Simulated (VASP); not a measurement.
Data:

```xyz
1
Lattice="-2.6109 2.6109 2.6109 2.6109 -2.6109 2.6109 2.6109 2.6109 -2.6109" Properties=species:S:1:pos:R:3 pbc="T T T"
K      0.0000     0.0000     0.0000
```

The numbers are results of PBE GGA with D3 dispersion (zero damping), VASP's PBE PAW potentials (set 64) (plane waves; VASP), not measurements. Settings: 520 eV cut-off, 9×9×9 Γ-centred mesh, first-order Methfessel-Paxton smearing of 0.10 eV, potentials K_sv.

Task: Predict the energy per atom (σ→0), band gap (on the k-mesh) with the smallest direct gap where there is one.

Result: 
```json
{
 "band gap (on the k-mesh)": "none (metal, semimetal or under 0.01 eV)",
 "energy per atom (σ→0)": "-1.178 eV/atom"
}
```

The compound is K in the bcc structure. It was relaxed first. The start is the result of an earlier pass.
